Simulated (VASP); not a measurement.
A run of VASP 6.6.1 is set up as follows.

INCAR

```
PREC = Accurate
ENCUT = 520
EDIFF = 1E-7
ISMEAR = 1
SIGMA = 0.1
LREAL = False
LASPH = True
NELM = 100
ALGO = Fast
ISIF = 2
LWAVE = False
LCHARG = False
GGA = CA
NBANDS = 32
```

The input KPOINTS:

```
regular mesh
0
Gamma
  9 9 9
```

File POSCAR:

```
CaP2Ru2
1.0
   -2.0232980000      2.0232980000      4.9636710000
    2.0232980000     -2.0232980000      4.9636710000
    2.0232980000      2.0232980000     -4.9636710000
Ca P Ru
1 2 2
Direct
    0.0000000000      0.0000000000      0.0000000000
    0.6357110000      0.6357110000      0.0000000000
    0.3642890000      0.3642890000      0.0000000000
    0.7500000000      0.2500000000      0.5000000000
    0.2500000000      0.7500000000      0.5000000000
```

Potentials or basis: VASP PAW LDA potentials, release 64 (Ca_sv, P, Ru_pv).

Launch:

```bash
$ cat potpaw_LDA.64/Ca_sv/POTCAR potpaw_LDA.64/P/POTCAR potpaw_LDA.64/Ru_pv/POTCAR > POTCAR
$ mpirun -np 1 vasp_std > vasp.out
```

(1) Estimate the largest force.

(2) What does it give for the band gap on the k mesh?

Results:

(1) 0.028 eV/Å.

(2) none (metal or under the smearing width).
